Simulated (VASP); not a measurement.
Input of a VASP 6.6.1 run:

Contents of run.py:

```python
from ase.calculators.vasp import Vasp
from ase.io import read
from ase.optimize import BFGSLineSearch

atoms = read('Ca3ZnSe4.cif')
calc = Vasp(
    directory='calc',
    pp='PBE',
    setups='recommended',
    prec='Accurate',
    encut=520,
    ediff=1e-07,
    ismear=0,
    sigma=0.05,
    lreal=False,
    lasph=True,
    nelm=60,
    algo='Normal',
    isif=2,
    lwave=False,
    lcharg=False,
    gga='91',
    kpts=[3, 3, 3],
    gamma=True,
)
atoms.calc = calc
opt = BFGSLineSearch(atoms, trajectory='relax.traj')
converged = opt.run(fmax=0.01, steps=40)
print('converged:', converged)

print('energy (eV):', atoms.get_potential_energy())
print('free energy (eV):', atoms.get_potential_energy(force_consistent=True))
print('forces (eV/A):')
print(atoms.get_forces())
print('stress (eV/A^3, Voigt):', atoms.get_stress())
print('Fermi level (eV):', calc.get_fermi_level())
print('cell (A, degrees):', atoms.cell.cellpar())
print('volume (A^3):', atoms.get_volume())
print('scaled positions:')
print(atoms.get_scaled_positions())
```

Ca3ZnSe4.cif

```cif
data_Ca3ZnSe4
_cell_length_a 6.38183500
_cell_length_b 6.38183500
_cell_length_c 6.38183500
_cell_angle_alpha 90.00000000
_cell_angle_beta 90.00000000
_cell_angle_gamma 90.00000000
_space_group_name_H-M_alt 'P1'
_space_group_name_Hall 'P 1'
_space_group_IT_number 1
loop_
_space_group_symop_operation_xyz
'x,y,z'
loop_
_atom_site_label
_atom_site_type_symbol
_atom_site_symmetry_multiplicity
_atom_site_Wyckoff_symbol
_atom_site_fract_x
_atom_site_fract_y
_atom_site_fract_z
_atom_site_occupancy
Se1 Se 1 a 0.2254420000 0.2290730000 0.2390530000 1
Se2 Se 1 a 0.2283600000 0.7728180000 0.7702310000 1
Se3 Se 1 a 0.7685520000 0.2287400000 0.7626540000 1
Se4 Se 1 a 0.7679830000 0.7727570000 0.2308230000 1
Zn1 Zn 1 a -0.0055550000 -0.0040640000 -0.0033540000 1
Ca1 Ca 1 a 0.4971260000 -0.0045170000 0.5005100000 1
Ca2 Ca 1 a 0.4980890000 0.4973180000 0.0004240000 1
Ca3 Ca 1 a -0.0076550000 0.5059880000 0.4954020000 1
```

Potentials or basis: VASP PAW PBE potentials, release 64 (Se, Zn, Ca_sv).

Launch:

```sh
$ python run.py
```

**Question.** Predict the band gap on the k mesh.

**Answer.** 2.04 eV, indirect (least direct gap 2.10 eV).

**Question.** What does it give for the energy gained by relaxing?

**Answer.** 3.4 meV/atom.

Forces on the atoms (eV/Å):
```
Se   0.001  0.000 -0.002
Se  -0.002 -0.003  0.000
Se  -0.004 -0.001  0.004
Se   0.003  0.002 -0.004
Zn   0.000  0.006 -0.004
Ca   0.000 -0.001 -0.001
Ca   0.000  0.003  0.003
Ca   0.001 -0.005  0.003
```

Caveat: the PAW data sets were made with another functional, which shifts forces and pressure a little; an odd mesh through Γ misses points on the zone boundary, where band edges often lie.
